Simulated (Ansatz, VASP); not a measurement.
One calculation of SiH5Cl, two programs

```
CELL_PARAMETERS angstrom
7.70599 0.00000 0.00000
0.00000 7.70599 0.00000
0.00000 0.00000 7.70599
ATOMIC_POSITIONS crystal
Cl 0.68146 0.56248 0.74599
Cl 0.17040 0.41842 0.62401
Cl 0.72787 0.18909 0.31247
Cl 0.40672 0.92761 0.88411
H 0.74636 0.49855 0.88488
H 0.31583 0.48346 0.67102
H 0.77036 0.18976 0.15190
H 0.33385 0.89990 0.73744
H 0.10130 0.46220 0.29515
H 0.08460 0.24869 0.06520
H 0.24822 0.51349 0.02215
H 0.35498 0.29308 0.21904
H 0.36957 0.01745 0.34867
H 0.19063 0.05626 0.60405
H 0.06804 0.10047 0.31811
H 0.14224 0.81062 0.41415
H 0.92128 0.06024 0.91969
H 0.70584 0.83158 0.91306
H 0.70111 0.05826 0.69548
H 0.92986 0.84281 0.69298
H 0.78182 0.87159 0.37747
H 0.65743 0.58362 0.39599
H 0.55208 0.78671 0.18059
H 0.83861 0.66107 0.15120
Si 0.19728 0.37936 0.15039
Si 0.19262 0.99620 0.42125
Si 0.81452 0.94822 0.80530
Si 0.70748 0.72575 0.27631
```

Alike in both runs: task relaxation of the atoms; functional LDA; k mesh 1 × 1 × 1; occupations fermi-dirac, width 0.05 eV; no spin polarisation.

```csv
,VASP,Ansatz
version,VASP 6.6.1,Ansatz 0.2.0
potentials or method,"VASP PAW LDA potentials, release 64 (Cl, H, Si)","scalar-relativistic, plane waves, PAW"
plane-wave cutoff (eV),520,420
valence electrons in the cell,64,64
```

Ansatz gave:

* gap on the k mesh at the Fermi level, each at its own relaxed structure (eV): 5.37
* energy change over the relaxation (meV/atom): -54

Problem. Estimate VASP's values.

Solution. gap on the k mesh at the Fermi level, each at its own relaxed structure (eV): 4.95; energy change over the relaxation (meV/atom): -21.

One of these differences is far larger than is usual between the two programs; its cause wasn't traced.

 A hybrid or GW would open this gap; LDA tends to underestimate it.
